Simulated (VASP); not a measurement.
Here is the system:

```
CELL_PARAMETERS angstrom
      0.00000     2.02119     2.02119
      2.02119     0.00000     2.02119
      2.02119     2.02119     0.00000
ATOMIC_POSITIONS crystal
  Li 0.00000 0.00000 0.00000
  F  0.50000 0.50000 0.50000
```

Computed with r2SCAN+rVV10, VASP's PBE PAW potentials (set 64) (plane waves; VASP). Numerical set-up: 520 eV cut-off, 11×11×11 Γ-centred mesh, Gaussian smearing of 0.050 eV, potentials Li_sv F.

Question: Estimate the energy per atom (σ→0), pressure, band gap (on the k-mesh) with the smallest direct gap where there is one.

Answer: 
- band gap (on the k-mesh) = 10.09 eV
- smallest direct gap (on the k-mesh) = 10.09 eV
- energy per atom (σ→0) = -5.784 eV/atom
- pressure = -4.52 GPa

Total energies compare only between runs with the same potentials, cut-off and functional.

The compound is LiF in the rock salt structure. This cell is one point of a volume scan, at 1.06 of the reference volume.
